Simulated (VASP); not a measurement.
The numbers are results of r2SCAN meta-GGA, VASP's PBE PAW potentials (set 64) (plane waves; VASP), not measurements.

VASP ran on this input.

KPOINTS:
```
Automatic mesh
0
G
  7 7 4
0 0 0
```

**INCAR**
```
SYSTEM=ZnCdO2
PREC=Accurate; ENCUT=520; LREAL=F
LASPH=T
EDIFF=1E-6; NELM=100; ALGO=Normal
LMAXMIX=4; LMIXTAU=T
ISMEAR=0; SIGMA=0.05
METAGGA=R2SCAN
IBRION=2; NSW=60; ISIF=3
EDIFFG=-0.02
LWAVE=F; LCHARG=F
```

POSCAR:
```
ZnCdO2
1
    3.3929068573     0.0000000000    -0.0000000000
   -1.6964534287     2.9383435956     0.0000000000
    0.0000000000    -0.0000000000     5.6417719956
Zn Cd O
1 1 2
Direct
  1.0000000000   0.0000000000   0.9963068476
  0.6666670000   0.3333330000   0.4893471456
  0.6666670000   0.3333330000   0.0977887109
  1.0000000000   0.0000000000   0.6525572959
```

POTCAR, in this order: Zn Cd O (PBE.64 set). Program: vasp_std.

Output

OSZICAR:
```
       N       E                     dE             d eps       ncg     rms          rms(c)
DAV:   1     0.289946067320E+03    0.28995E+03   -0.19917E+04  1240   0.207E+03
DAV:   2    -0.302521045895E+02   -0.32020E+03   -0.30673E+03  1334   0.463E+02
DAV:   3    -0.585917125074E+02   -0.28340E+02   -0.28152E+02  1418   0.146E+02
DAV:   4    -0.590264386203E+02   -0.43473E+00   -0.43434E+00  1388   0.194E+01
DAV:   5    -0.590294884516E+02   -0.30498E-02   -0.30497E-02  1424   0.157E+00    0.149E+01
DAV:   6    -0.485439155722E+02    0.10486E+02   -0.11164E+01  1916   0.764E+01    0.125E+01
DAV:   7    -0.457989307174E+02    0.27450E+01   -0.33042E+00  1232   0.175E+01    0.744E+00
DAV:   8    -0.495100352434E+02   -0.37111E+01   -0.12793E+00  1472   0.195E+01    0.167E+00
DAV:   9    -0.460156909161E+02    0.34943E+01   -0.79582E-01  1254   0.149E+01    0.946E-01
DAV:  10    -0.463161096617E+02   -0.30042E+00   -0.30328E-01  1244   0.536E+00    0.317E-01
DAV:  11    -0.463332635261E+02   -0.17154E-01   -0.93977E-03  1460   0.975E-01    0.227E-01
DAV:  12    -0.463296176452E+02    0.36459E-02   -0.20729E-03  1500   0.692E-01    0.446E-02
DAV:  13    -0.463347373619E+02   -0.51197E-02   -0.27392E-03  1232   0.559E-01    0.503E-02
DAV:  14    -0.463343455022E+02    0.39186E-03   -0.30919E-04  1452   0.310E-01    0.250E-02
DAV:  15    -0.463348245527E+02   -0.47905E-03   -0.41693E-04  1232   0.204E-01    0.244E-02
DAV:  16    -0.463348744580E+02   -0.49905E-04   -0.36723E-05  1482   0.112E-01    0.930E-03
DAV:  17    -0.463349077057E+02   -0.33248E-04   -0.13820E-05  1312   0.410E-02    0.521E-03
DAV:  18    -0.463348948971E+02    0.12809E-04   -0.42156E-06  1304   0.221E-02    0.186E-03
DAV:  19    -0.463349067739E+02   -0.11877E-04   -0.27407E-06  1168   0.146E-02    0.147E-03
DAV:  20    -0.463349072555E+02   -0.48159E-06   -0.95887E-08   616   0.693E-03
   1 F= -.46334907E+02 E0= -.46334907E+02  d E =-.463349E+02
       N       E                     dE             d eps       ncg     rms          rms(c)
DAV:   1    -0.463349180285E+02   -0.11255E-04   -0.14791E-02  1232   0.873E-01    0.361E-02
DAV:   2    -0.463349328736E+02   -0.14845E-04   -0.22899E-04  1370   0.154E-01    0.156E-02
DAV:   3    -0.463349368542E+02   -0.39806E-05   -0.10509E-05  1260   0.382E-02    0.107E-02
DAV:   4    -0.463349301467E+02    0.67076E-05   -0.62578E-06  1244   0.235E-02    0.424E-03
DAV:   5    -0.463349327384E+02   -0.25917E-05   -0.57783E-06  1238   0.241E-02    0.144E-03
DAV:   6    -0.463349341287E+02   -0.13903E-05   -0.13429E-06   784   0.108E-02    0.838E-04
DAV:   7    -0.463349344852E+02   -0.35653E-06   -0.10500E-07   616   0.282E-03
   2 F= -.46334934E+02 E0= -.46334934E+02  d E =-.272297E-04
```

### OUTCAR
```
------------------------ aborting loop because EDIFF is reached ----------------------------------------
  FORCE on cell =-STRESS in cart. coord.  units (eV):
  Direction    XX          YY          ZZ          XY          YZ          ZX
  --------------------------------------------------------------------------------------
  Total       -0.0093135     -0.0093135      0.0247819      0.0000000     -0.0000000      0.0000000
  in kB       -0.2653358     -0.2653358      0.7060230      0.0000000     -0.0000000      0.0000000
  external PRESSURE =       0.0584505 kB  Pullay stress =       0.0000000 kB
  volume of cell :       56.24
      direct lattice vectors                 reciprocal lattice vectors
     3.392550465  0.000000000 -0.000000000     0.294763486  0.170181774  0.000000000
    -1.696275232  2.938034950  0.000000000    -0.000000000  0.340363548  0.000000000
    -0.000000000 -0.000000000  5.642136334     0.000000000 -0.000000000  0.177237830
 POSITION                                       TOTAL-FORCE (eV/Angst)
 -----------------------------------------------------------------------------------
      1.69628      2.93803      5.62129         0.000000     -0.000000     -0.002968
      1.69628      0.97934      2.75994        -0.000000     -0.000000     -0.006896
      1.69628      0.97934      0.55245        -0.000000      0.000000      0.005670
      1.69628      2.93803      3.68215         0.000000     -0.000000      0.004194
 -----------------------------------------------------------------------------------
    total drift:                               -0.002377      0.001372     -0.027515
  FREE ENERGIE OF THE ION-ELECTRON SYSTEM (eV)
  ---------------------------------------------------
  free  energy   TOTEN  =       -46.3349344852 eV

  energy  without entropy=      -46.3349344852  energy(sigma->0) =      -46.33493449

 reached required accuracy - stopping structural energy minimisation
```
(Selected blocks of OUTCAR.)

File CONTCAR:
```
ZnCdO2
   1.00000000000000
     3.3925504645983087    0.0000000000000061   -0.0000000000000000
    -1.6962752323491437    2.9380349504462826    0.0000000000000000
    -0.0000000000000000   -0.0000000000000000    5.6421363341997752
  Zn              Cd              O
     1     1     2
Direct
     1.0000000000000000    1.0000000000000000    0.9963044134089897
     0.6666669999999968    0.3333330000000032    0.4891655294210140
     0.6666669999999968    0.3333330000000032    0.0979142045904931
     1.0000000000000000    1.0000000000000000    0.6526158525795074
```

The structure comes from a computed database's ZnCdO2 entry (P3m1); how it stands against other phases isn't given here. This run relaxes it. Symmetry was kept, so distortions that lower it aren't found. The start is the result of an earlier pass.
